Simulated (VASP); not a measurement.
Input:

```
CELL_PARAMETERS angstrom
      4.90360     0.00000     0.00000
      0.00000     4.90360     0.00000
      0.00000     0.00000     4.90360
ATOMIC_POSITIONS crystal
  Si 0.50000 0.50000 0.50000
  Si 0.00000 0.00000 0.00000
  Mo 0.25000 0.00000 0.50000
  Mo 0.50000 0.25000 0.00000
  Mo 0.50000 0.75000 0.00000
  Mo 0.75000 0.00000 0.50000
  Mo 0.00000 0.50000 0.75000
  Mo 0.00000 0.50000 0.25000
```

The numbers are results of PBE GGA, VASP's PBE PAW potentials (set 64) (plane waves; VASP), not measurements. Run with 400 eV cut-off, 7×7×7 Γ-centred mesh, tetrahedra with Blöchl corrections, potentials Si Mo_sv.

The cores are frozen, which limits the accuracy of field gradients.

Question: Give the principal components of the electric field gradient (V/Å²) and the asymmetry η at each nucleus.

Answer: 
```
atom    Vxx    Vyy   Vzz     η
----  -----  -----  ----  ----
Si1     0.0    0.0   0.0     -
Si2     0.0    0.0   0.0     -
Mo3   -21.1  -21.1  42.1  0.00
Mo4   -21.1  -21.1  42.1  0.00
Mo5   -21.1  -21.1  42.1  0.00
Mo6   -21.1  -21.1  42.1  0.00
Mo7   -21.1  -21.1  42.1  0.00
Mo8   -21.1  -21.1  42.1  0.00
```

The compound is Mo3Si in the A15 structure. It was relaxed first.
